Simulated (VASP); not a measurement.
```xyz
8
Lattice="4.6903 0.0000 0.0000 0.0000 4.6903 0.0000 0.0000 0.0000 4.6903" Properties=species:S:1:pos:R:3 pbc="T T T"
Si     0.7580     1.5871     3.1031
Si     3.1031     0.7580     1.5871
Si     3.9323     3.9323     3.9323
Si     1.5871     3.1031     0.7580
Ru     4.0740     2.9615     1.7288
Ru     1.7288     4.0740     2.9615
Ru     0.6163     0.6163     0.6163
Ru     2.9615     1.7288     4.0740
```

The numbers are results of PBEsol GGA, VASP's PBE PAW potentials (set 64) (plane waves; VASP 6.6.1), not measurements. Run with 500 eV cut-off, 5×5×5 Γ-centred mesh, Gaussian smearing of 0.050 eV, potentials Si Ru_pv.

Energy and stress use the plane-wave basis of the starting cell.

Q: The ions, cell shape and volume at an external pressure of 5.0 GPa are relaxed. Which structure does the run end with?

A: 
```xyz
8
Lattice="4.6583 0.0000 0.0000 0.0000 4.6583 0.0000 0.0000 0.0000 4.6583" Properties=species:S:1:pos:R:3 pbc="T T T"
Si     0.7495     1.5797     3.0786
Si     3.0786     0.7495     1.5797
Si     3.9089     3.9089     3.9089
Si     1.5797     3.0786     0.7495
Ru     4.0386     2.9489     1.7095
Ru     1.7095     4.0386     2.9489
Ru     0.6197     0.6197     0.6197
Ru     2.9489     1.7095     4.0386
```
Space group P2_13 (198), at a tolerance of 0.03 Å.

Q: How do energy and volume change from the first to the last step?

A: The energy (σ→0) changes by +4.0 meV/atom and the volume by -2.0 %, in 7 ionic steps.

```json
[
 {"step": "1", "E(σ→0) (eV)": "-69.2944", "max force (eV/Å)": "0.005", "pressure (GPa)": "0.00", "volume (Å³)": "103.18"},
 {"step": "2", "E(σ→0) (eV)": "-68.9840", "max force (eV/Å)": "0.407", "pressure (GPa)": "17.81", "volume (Å³)": "97.29"},
 {"step": "3", "E(σ→0) (eV)": "-69.2668", "max force (eV/Å)": "0.113", "pressure (GPa)": "4.92", "volume (Å³)": "101.35"},
 {"step": "4", "E(σ→0) (eV)": "-69.2657", "max force (eV/Å)": "0.116", "pressure (GPa)": "5.02", "volume (Å³)": "101.32"},
 {"step": "5", "E(σ→0) (eV)": "-69.2650", "max force (eV/Å)": "0.075", "pressure (GPa)": "5.00", "volume (Å³)": "101.22"},
 {"step": "6", "E(σ→0) (eV)": "-69.2618", "max force (eV/Å)": "0.020", "pressure (GPa)": "5.01", "volume (Å³)": "101.07"},
 {"step": "7", "E(σ→0) (eV)": "-69.2622", "max force (eV/Å)": "0.001", "pressure (GPa)": "5.01", "volume (Å³)": "101.09"}
]
```

The compound is RuSi in the B20 structure. This run relaxes it under an external pressure of 5 GPa. Symmetry was kept, so distortions that lower it aren't found.
